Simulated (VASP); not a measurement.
## V: structure and properties in VASP

What structure does V take at this level, and what are its properties? The steps: magnetic order: ferromagnetic, magnetic order: antiferromagnetic, q = (0, 0, 1/2), magnetic order: antiferromagnetic, q = (1/2, 1/2, 1/2), the orders side by side, full relaxation (LDA), second relaxation, density, ELF and potential (LDA), bands along the symmetry lines (LDA), total and projected DOS (LDA) and optical spectrum (LDA). Left out of this account: 1 further run (phonons: it ended without a result to show). The start is a cell from a database of measured crystal structures.

Program: VASP 6.6.1. Level of theory: LDA, spin-polarised from a ferromagnetic start (one magnetic atom a cell); plane waves and PAW (V_sv), in the first sound run; inputs show where later runs differ. Results are calculated unless marked as measured.

Most raw output is cut from this account.

## (1) Starting point

The structure is cubic, space group Im-3m (No. 229). Conventional cell: a = 3.029 Å, b = 3.029 Å, c = 3.029 Å, α = 90.00°, β = 90.00°, γ = 90.00°. V has 8 V at 2.62 Å nearest.

Structure file:

```
V
1.0
    -1.51435    1.51435    1.51435
     1.51435   -1.51435    1.51435
     1.51435    1.51435   -1.51435
V
1
Cartesian
  0.0000 0.0000 0.0000
```

## (2) Magnetic order: ferromagnetic

The properties of a magnet depend on its order, so a few collinear patterns are compared first on the cell as listed, beginning with all moments parallel. LDA, the lowest rung, knows the local density alone.

INCAR

```
SYSTEM = V
PREC = Accurate
ENCUT = 400
EDIFF = 1E-06
NELM = 100
ISMEAR = 1
SIGMA = 0.2
LREAL = .FALSE.
ALGO = Normal
GGA = CA
NBANDS = 15
ISPIN = 2
MAGMOM = 2
LASPH = .TRUE.
LMAXMIX = 4
LORBIT = 11
LWAVE = .FALSE.
LCHARG = .FALSE.
KPAR = 4
ISIF = 2
```

POSCAR

```
V
1.0
   -1.5143500000      1.5143500000      1.5143500000
    1.5143500000     -1.5143500000      1.5143500000
    1.5143500000      1.5143500000     -1.5143500000
V
1
Direct
    0.0000000000      0.0000000000      0.0000000000
```

KPOINTS

```
Automatic mesh
0
Gamma
10 10 10
0 0 0
```

PAW data sets: V_sv (LDA family, release 64).

On the command line:

```sh
> mpirun -np 4 vasp_std
```

Wall time 3.6 s (4 MPI ranks of Intel Xeon 6975P-C (Granite Rapids), shared host); peak memory 0.43 GiB; 11 s of CPU time.

The k-mesh is coarse for a metal. At this level the cell is under a tension of 18.1 GPa, so at these settings it is away from equilibrium.

Numbers from this step:

| Item | Value |
| --- | --- |
| SCF cycles | 13 |
| electrons | 13 |
| bands | 15 |
| irreducible k-points | 47 |
| symmetry operations | 48 |
| free energy (TOTEN) | -9.870 eV |
| energy at zero smearing | -9.869 eV |
| Fermi energy | 9.086 eV |
| pressure | -18.14 GPa |
| metallic | yes |

Spin moment in the PAW sphere by atom:

| atom | spin moment in the PAW sphere (μB) |
| --- | --- |
| V1 | 0.0010 |

The moments fall under 0.1 μB, and the mesh shows no gap.

## (3) Magnetic order: antiferromagnetic, q = (0, 0, 1/2)

This step: LDA, spin-polarised from an antiferromagnetic start; plane waves and PAW (V_sv) (VASP 6.6.1).

System of this step: V. Symmetry: Im-3m, No. 229, cubic system. Conventional cell: a = 3.029 Å, b = 3.029 Å, c = 3.029 Å, α = 90.00°, β = 90.00°, γ = 90.00°. Nearest to V lie 8 V at 2.62 Å.

Next, a pattern with opposite moments, which needs a doubled cell; q is given in the reciprocal vectors of the primitive cell.

INCAR, as its differences from that of step 2:

```diff
@@ -10,5 +10,5 @@
 GGA = CA
-NBANDS = 15
+NBANDS = 20
 ISPIN = 2
-MAGMOM = 2
+MAGMOM = 2 -2
 LASPH = .TRUE.
```

POSCAR

```
V
1.0
   -1.5143500000      1.5143500000      1.5143500000
    1.5143500000     -1.5143500000      1.5143500000
    3.0287000000      3.0287000000     -3.0287000000
V
2
Direct
    0.0000000000      0.0000000000      0.0000000000
    0.0000000000      0.0000000000      0.5000000000
```

KPOINTS is that of step 2.

On the command line:

```sh
> mpirun -np 4 vasp_std
```

Wall time 15 s (4 MPI ranks); peak memory 0.76 GiB; 56 s of CPU time.

At this level the cell is under a tension of 18.5 GPa, so at these settings it is away from equilibrium.

Numbers from this step:

- SCF cycles: 14
- electrons: 26
- bands: 20
- irreducible k-points: 186
- symmetry operations: 8
- free energy (TOTEN): -19.74 eV
- energy at zero smearing: -19.74 eV
- Fermi energy: 9.090 eV
- pressure: -18.52 GPa

The spin moment in the PAW sphere vanishes on all atoms.

The energy lies -1.5 meV an atom from the first pattern, a difference of sampling, since both runs hold the same state. The moments fall under 0.1 μB, and the mesh shows no gap.

## (4) Magnetic order: antiferromagnetic, q = (1/2, 1/2, 1/2)

INCAR is that of step 3.

POSCAR

```
V
1.0
   -3.0287000000      3.0287000000      3.0287000000
    0.0000000000      0.0000000000      3.0287000000
    0.0000000000      3.0287000000      0.0000000000
V
2
Direct
    0.0000000000      0.0000000000      0.0000000000
    0.5000000000      0.0000000000      0.0000000000
```

KPOINTS is that of step 3.

On the command line:

```sh
> mpirun -np 4 vasp_std
```

Elapsed: 4.6 s, on 4 MPI ranks; peak memory 0.55 GiB; 16 s of CPU time.

At this level the cell is under a tension of 18.9 GPa, so at these settings it is away from equilibrium.

This step gave:

```yaml
scf_cycles: 13
irreducible_k_points: 56
symmetry_operations: 48
fermi_energy: 9.106 eV
pressure: -18.86 GPa
```

The energy lies -0.9 meV an atom from the first pattern, a difference of sampling, since both runs hold the same state. The moments fall under 0.1 μB, and the mesh shows no gap.

## (5) The orders side by side

This step: collinear orders at LDA; plane waves and PAW (VASP 6.6.1).

No new run; the numbers come from the runs before.

Patterns, by row:

| start | atoms | energy less that of the first (meV/atom) | largest site moment (μB) | end state |
| --- | --- | --- | --- | --- |
| ferromagnetic | 1 | 0 | 0 | non-magnetic |
| antiferromagnetic, q = (0, 0, 1/2) | 2 | -1.5 | 0 | non-magnetic |
| antiferromagnetic, q = (1/2, 1/2, 1/2) | 2 | -0.9 | 0 | non-magnetic |

All patterns lost their moments. Runs that ended non-magnetic differ by up to 1.5 meV an atom among themselves, which is the error from the unlike meshes of the cells. The session goes on with moments started at or near zero.

## (6) Full relaxation (LDA)

This step: LDA, zero-moment start; plane waves and PAW (V_sv) (VASP 6.6.1).

System of this step: V. The structure is cubic, space group Im-3m (No. 229). Conventional cell: a = 3.029 Å, b = 3.029 Å, c = 3.029 Å, α = 90.00°, β = 90.00°, γ = 90.00°. V has 8 V at 2.62 Å nearest.

The start need not lie at this functional's minimum. ISIF = 3 frees volume, shape and positions, and EDIFFG sets the threshold on forces and stress at which the search stops.

INCAR, as its differences from that of step 4:

```diff
@@ -10,5 +10,5 @@
 GGA = CA
-NBANDS = 20
+NBANDS = 13
 ISPIN = 2
-MAGMOM = 2 -2
+MAGMOM = 0
 LASPH = .TRUE.
@@ -19,2 +19,5 @@
 KPAR = 4
-ISIF = 2
+IBRION = 2
+NSW = 60
+ISIF = 3
+EDIFFG = -0.01
```

POSCAR

```
V
1.0
   -1.5143500000      1.5143500000      1.5143500000
    1.5143500000     -1.5143500000      1.5143500000
    1.5143500000      1.5143500000     -1.5143500000
V
1
Direct
    0.0000000000      0.0000000000      0.0000000000
```

KPOINTS

```
Automatic mesh
0
Gamma
12 12 12
0 0 0
```

On the command line:

```sh
> mpirun -np 4 vasp_std
```

It took 9.4 s on 4 MPI ranks; peak memory 0.47 GiB; 36 s of CPU time.

This run allows spin, but its moments start at zero, where symmetry between the spins tends to hold them, although V can carry a moment. Its electron count is odd, so without a moment it is a metal by construction. After so large a change of volume the plane waves of the start cell no longer fit, so the final stress carries a basis-set error. The run keeps the 48 symmetry operations of its start, so it cannot find a distortion of lower symmetry.

The steps of the relaxation:

| step | energy less that of the first step (eV) | largest force (eV/Å) | pressure (GPa) | volume (Å³) |
| --- | --- | --- | --- | --- |
| 1 | 0.0000 | 0.0000 | -19.00 | 13.89 |
| 2 | 0.0834 | 0.0000 | 39.60 | 10.84 |
| 3 | -0.0929 | 0.0000 | -0.76 | 12.49 |
| 4 | -0.0930 | 0.0000 | -0.04 | 12.46 |

| conventional cell, symmetrised | before | after | change |
| --- | --- | --- | --- |
| a (Å) | 3.029 | 2.921 | -3.6 % |
| b (Å) | 3.029 | 2.921 | -3.6 % |
| c (Å) | 3.029 | 2.921 | -3.6 % |
| volume (Å³/atom) | 13.89 | 12.46 | -10.3 % |

The relaxed structure:

```
V
1.0
    -1.46026    1.46026    1.46026
     1.46026   -1.46026    1.46026
     1.46026    1.46026   -1.46026
V
1
Direct
  0.00000 0.00000 0.00000
```

This step gave:

- electrons: 13
- bands: 13
- irreducible k-points: 72
- free energy (TOTEN): -9.959 eV
- energy at zero smearing: -9.958 eV
- Fermi energy: 10.51 eV
- pressure: -0.04311 GPa
- SCF cycles over all ionic steps: 32

It ends with forces that vanish by symmetry and a pressure of -0.04 GPa.

## (7) Second relaxation

The basis stayed that of the start cell while the cell moved. A rerun from the cell reached resets it; the error of the finite cutoff stays. The mesh changes with the cell too.

INCAR is that of step 6.

POSCAR

```
V
1.0
   -1.4602553030      1.4602553030      1.4602553030
    1.4602553030     -1.4602553030      1.4602553030
    1.4602553030      1.4602553030     -1.4602553030
V
1
Direct
    0.0000000000      0.0000000000      0.0000000000
```

KPOINTS

```
Automatic mesh
0
Gamma
13 13 13
0 0 0
```

On the command line:

```sh
> mpirun -np 4 vasp_std
```

It took 2.6 s on 4 MPI ranks; peak memory 0.46 GiB.

Little changed from the start: no atom moved by 0.005 Å and no cell edge by 0.1 %.

This step gave:

```yaml
irreducible_k_points: 84
free_energy_toten: -9.948 eV
energy_at_zero_smearing: -9.947 eV
fermi_energy: 10.50 eV
pressure: -0.01991 GPa
scf_cycles_over_all_ionic_steps: 11
```

It ends with forces that vanish by symmetry and a pressure of -0.02 GPa. The volume moved by under 0.01 %: the run met its threshold at the first step.

## (8) Density, ELF and potential (LDA)

A single point on the relaxed cell gives a clean self-consistent state, with density, ELF and potential written out.

INCAR, as its differences from that of step 7:

```diff
@@ -17,7 +17,5 @@
 LWAVE = .FALSE.
-LCHARG = .FALSE.
-KPAR = 4
-IBRION = 2
-NSW = 60
-ISIF = 3
-EDIFFG = -0.01
+LCHARG = .TRUE.
+ISIF = 2
+LELF = .TRUE.
+LVHAR = .TRUE.
```

POSCAR is that of step 7.

KPOINTS is that of step 7.

On the command line:

```sh
> mpirun -np 4 vasp_std
```

The job ended after 4.8 s (4 MPI ranks; peak memory 0.4 GiB).

With spin, VASP writes an ELF for each channel.

This step gave:

| Quantity | Value |
| --- | --- |
| SCF cycles | 11 |
| bands | 16 |
| pressure | 0.02168 GPa |

Valence electrons inside each PAW sphere by angular momentum. Sphere charges, by row:

| atom | s (e) | p (e) | d (e) | tot (e) |
| --- | --- | --- | --- | --- |
| V1 | 2.368 | 6.242 | 3.214 | 11.82 |

Electrostatic potential energy in the ac plane of the conventional cell at fractional y = 0.000, with atoms of V within 0.2 Å of it. With pseudopotentials it is smooth inside the atoms' cores, unlike the true potential.

Ten even steps from '0' (-60 eV) to '9' (1 eV), each cell a mean:
```
00137999986310
01257999997421
23478999998643
56789999999876
88999999999998
99999999999999
99999999999999
99999999999999
99999999999999
67899999999877
34579999998753
01358999997421
00147999986310
00036999985200
```
Columns run along a (2.9 Å; values clipped at the 3rd and 97th percentile), rows up along c (2.9 Å), edges of the conventional cell, whose origin can differ from the input's. Atoms in or near the plane, at fractional coordinates: V at (0.00, 0.00).

ELF of up spins in the ac plane of the conventional cell at fractional y = 0.000, with atoms of V within 0.2 Å of it. It is the smooth field of the valence electrons, not physical close to the nuclei.

Ten even steps from '_' (0.16) to '@' (0.67), each cell a mean:
```
@@@@@@**..__::==::__::##@@@@
@@@@%%==....--++--__..++%%@@
%%##++::..::++**==::__::++##
::::....::==++**++--..__..::
____..::==++++++++++--::____
..::--++++++++==++++++==--::
====++****++======++****++==
::--==++++++++==++++++++--::
____..--==++++++++++==::..__
....__..::==++**++==::......
**++--....--++**++::..::==**
@@@@%%--__..==++--....++%%@@
@@@@@@++..__--==::__::##@@@@
##@@@@**..__::==..__::%%@@@@
```
Columns run along a (2.9 Å), rows up along c (2.9 Å), edges of the conventional cell, whose origin can differ from the input's. Atoms in or near the plane, at fractional coordinates: V at (0.00, 0.00).

Valence density in the ac plane of the conventional cell at fractional y = 0.000, with atoms of V within 0.2 Å of it. It is the smooth field of the valence electrons, not physical close to the nuclei.

Values in e/Å³, 14 rows by 14 columns, each cell a mean:
```
12 10  6  2  1  0  0  0  0  0  1  3  7 11
 8  7  4  2  1  0  0  0  0  0  1  2  5  7
 4  3  2  1  0  0  0  0  0  0  0  1  2  3
 1  1  1  0  0  0  0  0  0  0  0  0  1  1
 0  0  0  0  0  0  0  0  0  0  0  0  0  0
 0  0  0  0  0  0  0  0  0  0  0  0  0  0
 0  0  0  0  0  0  0  0  0  0  0  0  0  0
 0  0  0  0  0  0  0  0  0  0  0  0  0  0
 0  0  0  0  0  0  0  0  0  0  0  0  0  0
 1  1  1  0  0  0  0  0  0  0  0  0  1  1
 3  2  1  1  0  0  0  0  0  0  0  1  2  2
 7  6  4  1  1  0  0  0  0  0  1  2  4  6
12 10  6  2  1  0  0  0  0  0  1  3  7 10
14 12  7  3  1  0  0  0  0  0  1  4  8 12
```
Columns run along a (2.9 Å), rows up along c (2.9 Å), edges of the conventional cell, whose origin can differ from the input's. Atoms in or near the plane, at fractional coordinates: V at (0.00, 0.00).

In this run the pressure is 0.02 GPa, small enough to go on.

## (9) Bands along the symmetry lines (LDA)

Levels along the symmetry lines show where the bands peak and cross; KPOINTS_OPT computes them in the converged potential.

INCAR, as its differences from that of step 8:

```diff
@@ -10,3 +10,3 @@
 GGA = CA
-NBANDS = 13
+NBANDS = 18
 ISPIN = 2
@@ -17,5 +17,3 @@
 LWAVE = .FALSE.
-LCHARG = .TRUE.
-ISIF = 2
-LELF = .TRUE.
-LVHAR = .TRUE.
+LCHARG = .FALSE.
+KPAR = 4
```

POSCAR is that of step 8.

KPOINTS is that of step 8.

KPOINTS_OPT

```
Line mode
16
Line-mode
Reciprocal
  0.00000000   0.00000000   0.00000000 GAMMA
  0.50000000  -0.50000000   0.50000000 H

  0.50000000  -0.50000000   0.50000000 H
  0.00000000   0.00000000   0.50000000 N

  0.00000000   0.00000000   0.50000000 N
  0.00000000   0.00000000   0.00000000 GAMMA

  0.00000000   0.00000000   0.00000000 GAMMA
  0.25000000   0.25000000   0.25000000 P

  0.25000000   0.25000000   0.25000000 P
  0.50000000  -0.50000000   0.50000000 H

  0.25000000   0.25000000   0.25000000 P
  0.00000000   0.00000000   0.50000000 N
```

On the command line:

```sh
> mpirun -np 4 vasp_std
```

It took 4.6 s on 4 MPI ranks; peak memory 0.54 GiB.

This step gave:

- bands: 18
- pressure: 0.02556 GPa

(Part 1 of 2 ends here.)

[Lines on the potential files, build, host, timing and source positions are cut from VASP's logs without a mark.]

[Logs are printed without paths, hosts, clocks, repeated set-up lines and the standing remarks that a program may print on its own settings, such as how far it seeks lower states.]

[Hosts, paths, dates, database ids (printed as entryN), source tags and the programs' standing remarks are cut or masked in the printed files.]

[A measured line is paired with the nearest computed mode of its activity, which favours agreement.]
